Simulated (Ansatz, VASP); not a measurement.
# SiCCl2 (Cl-SiC-Cl chair monolayer): VASP beside Ansatz

Aim: how closely do two programs agree when they are given the same cell, functional and k mesh? The structure shown is the start of the Ansatz relaxation below; VASP solves that cell, so the two are compared at the walk's first step.

Calculated with Ansatz 0.2.0; plane waves, with VASP 6.6.1 beside it; single point at PBE with D3(BJ).

### 1. The starting structure

The cell holds 4 atoms: 2 Cl, 1 C and 1 Si. Its edges and angles: a = 3.086 Å, b = 3.085 Å, c = 32.867 Å, α = 90.0°, β = 90.0°, γ = 120.0°. Vacuum lies along c. The height across the vacuum is the one that the program set for its solve, not the one typed.

### 2. Ansatz: relaxation, PBE with D3(BJ)

Ansatz runs on its default PAW (the set named soft_2) files.

The two programs are compared at the cell with which this relaxation starts, whose forces are those of its first step.

The input, input.yaml:

```yaml
crystal:
  lattice:
    - [3.0855, 0.0, 0.0]
    - [-1.54275, 2.6721213834, 0.0]
    - [0.0, 0.0, 22.5333333333]
  atoms:
    - { symbol: Cl, position: [0.6666666667, 0.3333333333, 0.399408284] }
    - { symbol: C, position: [0.6666666667, 0.3333333333, 0.4784023669] }
    - { symbol: Si, position: [0.3333333333, 0.6666666667, 0.5060650888] }
    - { symbol: Cl, position: [0.3333333333, 0.6666666667, 0.600591716] }
  periodic: [true, true, false]
kpoints:
  mp_grid: { grid: [12, 12, 1] }
hamiltonian:
  xc: pbe
  dispersion: d3bj
scf:
  occupations: { method: fermi_dirac, width: 0.05 }
  convergence: { dr2_threshold: 1.0e-09 }
relax:
  f_tol: 0.004
  max_steps: 90
  cell: {}
output:
  write_potential: true
  write_density: true
  volumetric_format: npy
```

Launch:

```sh
> ansatz run input.yaml --threads 2 --pin off --max-ram 3072MiB --backend cpu --events-out ev --progress --plain --runs-dir out
```

Numbers of over 12 decimals in the logs are rounded to 6 here.

The log of the run:

```text
Warning: crystal.periodic: the lattice vector that does not repeat stood 0.000° off the slab's normal, 22.533 Å along it as the deck builds it. The run solves the slab on a vector along the normal, 32.867 Å long, with every atom where it was (on the deck's vector they left 18.00 Å outside them, and the widest stretch free of ions among them is 2.13 Å). A fractional position that the run reports is one of the run's ce [...]
Warning: relax.cell: scf.convergence.dr2_threshold = 1e-9 eV is looser than the 1.89377998457e-10 eV advised for a relaxation that steers and ends on the stress (1e-10 eV for each atom of the cell: 4, times the square of relax.cell.stress_2d_tol = 0.05 N/m over 14.5 Å (the atoms' height at the walk's start and 5 Å past either face), 3.440e-2 GPa, over a crystal's default 0.05). What an SCF threshold leaves in a stress goes as its square root, and in the free energy as the threshold itself, and one threshold admits the most on a small cell: [figures from the program's tests cut] Set scf.convergence.dr2_threshold to 1.89377998457e-10 eV or tighter. [rest of the remark cut]
crystal.periodic: the lattice vector that does not repeat stood 0.000° off the slab's normal, 22.533 Å along it as the deck builds it. The run solves the slab on a vector along the normal, 32.867 Å long, with every atom where it was (on the deck's vector they left 18.00 Å outside them, and the widest stretch free of ions among them is 2.13 Å). A fractional position that the run reports is one of the run's cell, which [...]
Engine: ansatz 0.2.0, x86_64-unknown-linux-gnu
Pseudopotentials: kind: paw
Pseudopotential: Cl, paw, valence charge 7, recommended cutoff 420 eV (normal), Cl.paw.azcp
Pseudopotential: C, paw, valence charge 4, recommended cutoff 420 eV (normal), C.paw.azcp
Pseudopotential: Si, paw, valence charge 4, recommended cutoff 420 eV (normal), Si.paw.azcp
Functional definition: PBE
  parameter kappa = 0.804
  parameter beta = 0.066725
  exchange = pbe_x(kappa = kappa, mu = beta*pi^2/3)
  correlation = pbe_c(beta = beta)
Crystal: 4 atoms, lattice volume = 270.980 Å³
Basis set: ecut = 420 eV, 5269 PW (Γ), exchange–correlation on 48×48×450 points (8 copies of the dense FFT grid, shifted against one another)
[...]
relax step   8: F+E_penalty+E_count = -3047.55626933 eV  Δ(F+E_penalty+E_count) = -1.102e-5 eV  max|allowed force component| = 6.958e-3 eV/Å  Δτ_max = 0.0003 Å  P = +0.032 N/m  Ω = 300.537 Å³  energy of the carried Pulay correction = -5.138e-5 eV  fix = [c, alpha, beta]  reactions: c +0.000 N/m  (7 SCF iters, accepted)
[...]
relax step   9: F+E_penalty+E_count = -3047.55626070 eV  Δ(F+E_penalty+E_count) = +8.630e-6 eV  max|allowed force component| = 7.589e-5 eV/Å  Δτ_max = 0.0002 Å  P = +0.001 N/m  Ω = 300.635 Å³  energy of the carried Pulay correction = -6.435e-5 eV  fix = [c, alpha, beta]  reactions: c +0.000 N/m  (6 SCF iters, accepted)
[...]
relax step  10: F+E_penalty+E_count = -3047.55632491 eV  Δ(F+E_penalty+E_count) = -6.422e-5 eV  max|allowed force component| = 9.571e-5 eV/Å  Δτ_max = 0.0000 Å  P = +0.001 N/m  Ω = 300.635 Å³  fix = [c, alpha, beta]  reactions: c +0.000 N/m  stress off target by 1.18e-3 N/m on what of the cell is left free  SCF on the basis re-selected at this cell (its energy is not comparable with the rows above)  (5 SCF iters)
basis re-selected at this cell: Δ(F+E_penalty+E_count) = -6.422e-5 eV, ΔP = +0.000 N/m vs the last step (what re-selecting the basis moved, of the pressure what is left beyond the Pulay correction that the steps carried, after the strain that the cell walked since its last selection, with what the two solves' SCF thresholds leave and, on support functions, any second-order correction that the steps lacked; it is no m [...]
WARN: The input density's exchange-correlation potential varies sharply where the density is thin. Do not read a vacuum level from v_tot or v_xc, or from such a field of the output density. On a cell that repeats whose density bears no net charge and no dipole along the vacuum's axis use v_es (v_loc + v_h of the components); under efield.dipole_correction with no amplitude use v_es + v_field, which holds any external [...]
SCF converged after 5 iterations
Free energy (F): -3047.556325 eV
Harris-Foulkes:  -3047.556325 eV  (|F-HF|=1.09e-7)
Internal energy: -3047.556325 eV  (E = F + TS)
E sigma→0 (E₀):  -3047.556325 eV
Fermi energy:    -4.371359 eV
--- Per-component energies (eV) ---
  E_band       = -269.963809
  E_kinetic    = 453.881736
  E_local      = -29745.269367  (includes V_loc(G=0)·N_el)
  E_nonlocal   = 108.326868
  E_hartree    = 14632.996826
  E_xc         = -317.787375
  E_vxc        = -350.835351  (∫ρ·V_xc dr)
  E_paw        = -1929.894941  (= ΣΔE_a)
  E_vpaw       = -2.061671  (= ΣTr[D̂ρ^β])
  E_aug_tail   = 0.000193  (compensation charges beyond the density's cutoff)
  E_ewald      = 13750.943957
  E_disp       = -0.754222  (pairwise vdW)
  E_smearing   = -0.000000  (= −TS)
  E_closure    = -0.000000  (closes the sum)
  Σ components = -3047.556325   (vs F -3047.556325, Δ=0.00e0)
--- Forces (eV/Å), atoms counted from 1 ---
  atom   1  Cl    -0.00000000    -0.00000000    -0.00002195
  atom   2  C      0.00000000     0.00000000    -0.00006377
  atom   3  Si    -0.00000000    -0.00000000     0.00009309
  atom   4  Cl     0.00000000     0.00000000    -0.00001785
  max |Σ_I F_I| component: 1.05e-5 eV/Å
--- 2D stress c σ (N/m, compression-positive) ---
        0.001183       0.000000      -0.000000
        0.000000       0.001183       0.000000
       -0.000000       0.000000       0.000000
  P = ½ c Tr σ = 0.0012 N/m
--- Band table (eV; the first three rows and the last of 19) ---
  k-point 0: bands = ["-22.6418", "-21.6825", "-18.1575", "-12.5847", "-9.8937", "-8.4114", "-8.4114", "-6.7791", "-6.7791", "-5.5154", "-5.5154", "-3.2776", "-2.3491", "-0.5354", "-0.0389"]
  k-point 1: bands = ["-22.5798", "-21.6342", "-18.0828", "-12.5421", "-9.8964", "-8.8744", "-8.5244", "-7.0568", "-6.8331", "-5.8326", "-5.5787", "-3.0687", "-2.0584", "-0.4683", "-0.0641"]
  k-point 2: bands = ["-22.4035", "-21.4979", "-17.8637", "-12.4444", "-10.0117", "-9.8094", "-8.8076", "-7.7199", "-6.9786", "-6.5852", "-5.7421", "-2.7676", "-1.6916", "-0.3007", "0.0652"]
  k-point 18: bands = ["-21.3890", "-20.7470", "-16.0006", "-13.7947", "-12.0404", "-10.7875", "-10.3617", "-9.3747", "-8.7712", "-8.1082", "-8.0143", "-1.5510", "-0.4772", "-0.0474", "1.5486"]
--- Relaxed structure (8 steps of the walk, 8 accepted, 2 SCFs on fresh bases) ---
  F+E_penalty+E_count = -3047.55632491 eV   max|allowed force component| = 9.571e-5 eV/Å   (the final SCF, on the basis selected at the relaxed cell)
  cell:  # Å, volume = 300.6352 Å³
    - [3.249950, 0.0, 0]
    - [-1.624975, 2.814540, 0]
    - [0, 0, 32.866667]
  atoms:
    - { symbol: Cl, position: [0.666667, 0.333333, 0.274502] }
    - { symbol: C, position: [0.666667, 0.333333, 0.330208] }
    - { symbol: Si, position: [0.333333, 0.666667, 0.346868] }
    - { symbol: Cl, position: [0.333333, 0.666667, 0.408969] }
```

The column dr2 measures how far the density is from self-consistency, as an energy; F and HF (Harris–Foulkes) agree once it is small.

### 3. VASP: single point, PBE with D3(BJ), start cell

The same cell, functional, mesh and smearing now go to VASP, with its own data sets.

Lines of VASP's logs that name or quote its potential files are left out, and so is its time.

The input, INCAR:

```
SYSTEM = SiCCl2
PREC = Accurate
ENCUT = 520
EDIFF = 1E-06
NELM = 120
ISMEAR = -1
SIGMA = 0.05
LREAL = .FALSE.
ALGO = Normal
GGA = PE
IVDW = 12
NBANDS = 17
LORBIT = 11
LWAVE = .FALSE.
LCHARG = .FALSE.
ISIF = 2
LDIPOL = .TRUE.
IDIPOL = 3
DIPOL = 0.5 0.5 0.34
LVHAR = .TRUE.
LASPH = .TRUE.
GGA_COMPAT = .FALSE.
EFERMI = MIDGAP
NELMDL = -8
```

The input, POSCAR:

```
SiCCl2
1.0
    3.0855000000      0.0000000000      0.0000000000
   -1.5427500000      2.6721210000      0.0000000000
    0.0000000000      0.0000000000     32.8666670000
Cl C Si
2 1 1
Direct
    0.6666666667      0.3333333333      0.2738336686
    0.3333333333      0.6666666667      0.4117646916
    0.6666666667      0.3333333333      0.3279918831
    0.3333333333      0.6666666667      0.3469573900
```

The input, KPOINTS:

```
Automatic mesh
0
Gamma
12 12 1
0 0 0
```

PAW data sets: Cl, C and Si (PBE family, release 64).

Launch:

```sh
> mpirun -np 1 vasp_std
```

The log of the run:

```text
[banner, memory and clock lines left out]
running    1 mpi-ranks, on    1 nodes
 distrk:  each k-point on    1 cores,    1 groups
 distr:  one band on    1 cores,    1 groups

 POSCAR found type information on POSCAR ClC Si
 POSCAR found :  3 types and       4 ions
 LDA part: xc-table for (Slater+PW92), standard interpolation
 POSCAR, INCAR and KPOINTS ok, starting setup
 FFT: planning ... GRIDC
 FFT: planning ... GRID_SOFT
 FFT: planning ... GRID
 WAVECAR not read
 entering main loop
       N       E                     dE             d eps       ncg     rms          rms(c)
DAV:   1     0.201037786483E+03    0.20104E+03   -0.75825E+03   654   0.934E+02
DAV:   2     0.983993154255E+01   -0.19120E+03   -0.18068E+03  1011   0.186E+02
DAV:   3    -0.196667522895E+02   -0.29507E+02   -0.29295E+02   770   0.906E+01
DAV:   4    -0.204465652183E+02   -0.77981E+00   -0.77784E+00   994   0.180E+01
DAV:   5    -0.204644410647E+02   -0.17876E-01   -0.17865E-01   916   0.266E+00
DAV:   6    -0.204651955430E+02   -0.75448E-03   -0.75430E-03  1012   0.529E-01
DAV:   7    -0.204652255851E+02   -0.30042E-04   -0.30040E-04   924   0.989E-02
DAV:   8    -0.204652268035E+02   -0.12184E-05   -0.12184E-05  1020   0.183E-02    0.154E+01
DAV:   9    -0.190090784152E+02    0.14561E+01   -0.26489E+00   833   0.117E+01    0.800E+00
DAV:  10    -0.189546601074E+02    0.54418E-01   -0.11372E+00   970   0.631E+00    0.260E+00
DAV:  11    -0.189330530158E+02    0.21607E-01   -0.91384E-02   943   0.196E+00    0.496E-01
DAV:  12    -0.189312940225E+02    0.17590E-02   -0.11506E-02   947   0.811E-01    0.319E-01
DAV:  13    -0.189308789802E+02    0.41504E-03   -0.18866E-03   963   0.280E-01    0.141E-01
DAV:  14    -0.189305902945E+02    0.28869E-03   -0.24174E-04   931   0.100E-01    0.393E-02
[...]
DAV:  18    -0.189313693831E+02   -0.24545E-03   -0.21177E-05   845   0.229E-02    0.462E-03
DAV:  19    -0.189314148862E+02   -0.45503E-04   -0.73790E-07   810   0.586E-03    0.308E-03
DAV:  20    -0.189314899525E+02   -0.75066E-04   -0.20527E-06   750   0.620E-03    0.171E-03
DAV:  21    -0.189315125573E+02   -0.22605E-04   -0.36944E-07   771   0.286E-03    0.119E-03
DAV:  22    -0.189315425990E+02   -0.30042E-04   -0.75678E-07   694   0.348E-03    0.892E-04
DAV:  23    -0.189315489969E+02   -0.63979E-05   -0.12438E-07   754   0.147E-03    0.583E-04
DAV:  24    -0.189315528994E+02   -0.39026E-05   -0.80744E-08   657   0.118E-03    0.345E-04
DAV:  25    -0.189315538274E+02   -0.92802E-06   -0.18936E-08   720   0.563E-04
   1 F= -.19758749E+02 E0= -.19758749E+02  d E =-.232429E-08
```

From OUTCAR (step 3):

```text
ion  position               nearest neighbor table
   1  0.667  0.333  0.274-   3 1.78
   2  0.333  0.667  0.412-   4 2.13
   3  0.667  0.333  0.328-   1 1.78   4 1.89   4 1.89   4 1.89
   4  0.333  0.667  0.347-   3 1.89   3 1.89   3 1.89   2 2.13

  LATTYP: Found a hexagonal cell.
 ALAT       =     3.0855000000
 C/A-ratio  =    10.6519743964

 Subroutine GETGRP returns: Found  6 space group operations
 (whereof  6 operations were pure point group operations)

The static configuration has the point symmetry C_3v.

 Found     19 irreducible k-points:

   k-points           NKPTS =     19   k-points in BZ     NKDIM =     19   number of bands    NBANDS=     17

   dimension x,y,z NGX =    24 NGY =   24 NGZ =  250
   dimension x,y,z NGXF=    48 NGYF=   48 NGZF=  500

   ENCUT  =  520.0 eV  38.22 Ry    6.18 a.u.   5.74  5.74 61.11*2*pi/ulx,y,z

   NELECT =      22.0000    total number of electrons

 k-points in reciprocal lattice and weights: Automatic mesh
   0.00000000  0.00000000  0.00000000       0.007
   0.08333333  0.00000000  0.00000000       0.042
   0.16666667  0.00000000  0.00000000       0.042
   0.25000000  0.00000000  0.00000000       0.042
   0.33333333  0.00000000  0.00000000       0.042
   0.41666667 -0.00000000  0.00000000       0.042
   0.50000000  0.00000000  0.00000000       0.021
   0.08333333  0.08333333  0.00000000       0.042
   0.16666667  0.08333333  0.00000000       0.083
[...]
0.33333333  0.25000000  0.00000000       0.083
   0.33333333  0.33333333  0.00000000       0.014

 dipolmoment           0.000000      0.000000      0.030916 electrons x Angstroem

 average (electrostatic) potential at core
       1 -98.7159       2 -98.0782       3 -57.9162       4 -92.7410

 E-fermi :  -1.7336

 k-point     1 :       0.0000    0.0000    0.0000
  band No.  band energies     occupation
    ...
      7      -5.6491      2.00000
      8      -3.3097      2.00000
      9      -3.3097      2.00000
     10      -2.6047      2.00000
     11      -2.6047      2.00000
     12      -0.9018      0.00000
     13       1.2656      0.00000
     14       1.7614      0.00000
     15       2.1777      0.00000
     16       2.5018      0.00000
    ...

 k-point     2 :       0.0833    0.0000    0.0000
  band No.  band energies     occupation
    ...
      7      -5.7748      2.00000
      8      -3.7115      2.00000
      9      -3.3967      2.00000
     10      -2.9905      2.00000
     11      -2.6829      2.00000
     12      -0.7747      0.00000
     13       1.6345      0.00000
     14       1.8708      0.00000
     15       2.3137      0.00000
     16       2.6377      0.00000
    ...

 k-point     3 :       0.1667    0.0000    0.0000
  band No.  band energies     occupation
    ...
      7      -6.0908      2.00000
      8      -4.6548      2.00000
      9      -3.9199      2.00000
     10      -3.6200      2.00000
     11      -2.8858      2.00000
     12      -0.4974      0.00000
     13       1.7634      0.00000
     14       2.1153      0.00000
     15       2.7094      0.00000
     16       3.0032      0.00000
    ...

 Edisp (eV)   -0.82720

  Total       5.72618     5.72618    -3.40309     0.00000     0.00000     0.00000
  in kB      33.85621    33.85620   -20.12085     0.00000     0.00000     0.00000
  external pressure =       15.86 kB  Pullay stress =        0.00 kB

  energy-cutoff  :      520.00
  volume of cell :      270.98
      direct lattice vectors                 reciprocal lattice vectors
     3.085500000  0.000000000  0.000000000     0.324096581  0.187117275  0.000000000
    -1.542750000  2.672121000  0.000000000     0.000000000  0.374234550  0.000000000
     0.000000000  0.000000000 32.866667000     0.000000000  0.000000000  0.030425963

 POSITION                                       TOTAL-FORCE (eV/Angst)
 -----------------------------------------------------------------------------------
      1.54275      0.89071      9.00000        -0.000000     -0.000000     -0.351100
     -0.00000      1.78141     13.53333        -0.000000     -0.000000     -1.715230
      1.54275      0.89071     10.78000         0.000000      0.000000      0.903699
     -0.00000      1.78141     11.40333        -0.000000     -0.000000      1.162631
 -----------------------------------------------------------------------------------
    total drift:                               -0.000000      0.000007     -0.000362

  FREE ENERGIE OF THE ION-ELECTRON SYSTEM (eV)
  ---------------------------------------------------
  free  energy   TOTEN  =       -19.7587491308 eV

  energy  without entropy=      -19.7587491284  energy(sigma->0) =      -19.75874913

 vacuum level on the upper side and lower side of the slab         2.746         2.068

 total charge
# of ion       s       p       d       tot
------------------------------------------
    1        1.613   3.515   0.000   5.128
    2        1.612   3.530   0.000   5.142
    3        0.834   1.644   0.000   2.478
    4        0.714   0.923   0.000   1.637
--------------------------------------------------
tot          4.773   9.611   0.000  14.385

[... 3 further parts left out ...]
```

### 4. Comparison

Known differences besides the potentials themselves: Ansatz cuts the interaction across the vacuum, VASP repeats the sheet with a dipole correction; the cutoff is 420 eV in Ansatz and 520 eV in VASP. Total energies have different zeros and are not compared.

Forces (eV/Å; atoms numbered as in POSCAR):

| atom | Ansatz x, y, z | VASP x, y, z |
| --- | --- | --- |
| Cl1 | 0.000, 0.000, -0.450 | 0.000, 0.000, -0.351 |
| Cl2 | 0.000, 0.000, -1.678 | 0.000, 0.000, -1.715 |
| C3 | 0.000, 0.000, 0.995 | 0.000, 0.000, 0.904 |
| Si4 | 0.000, 0.000, 1.133 | 0.000, 0.000, 1.163 |

The forces differ by 41 meV/Å r.m.s., which is 6.2 % of the r.m.s. force of 0.660 eV/Å (both taken over all components). With vacuum in the cell, a pressure given here is an average over mostly empty space and none of the material.

### 5. Outcome

| Item | Value |
| --- | --- |
| r.m.s. force difference (single point, PBE with D3(BJ), start cell) | 6.2 % of the r.m.s. force |

The r.m.s. force difference is 6.2 % of the r.m.s. force (single point, PBE with D3(BJ), start cell), beyond the 3 % picked in this series as the mark of a large difference. What causes the difference of the single point, PBE with D3(BJ), start cell pair stays open here. 1 further run of this series is not shown here. Such differences can come from data sets, numerical settings and the points named under the comparisons, not from the functional's error against experiment.

[Lines on the potential files, build, host, timing and source positions are cut from VASP's logs without a mark.]

[Logs are printed without paths, hosts, clocks, repeated set-up lines and the standing remarks that a program may print on its own settings, such as how far it seeks lower states.]

[Hosts, paths, dates, database ids (printed as entryN), source tags and the programs' standing remarks are cut or masked in the printed files.]
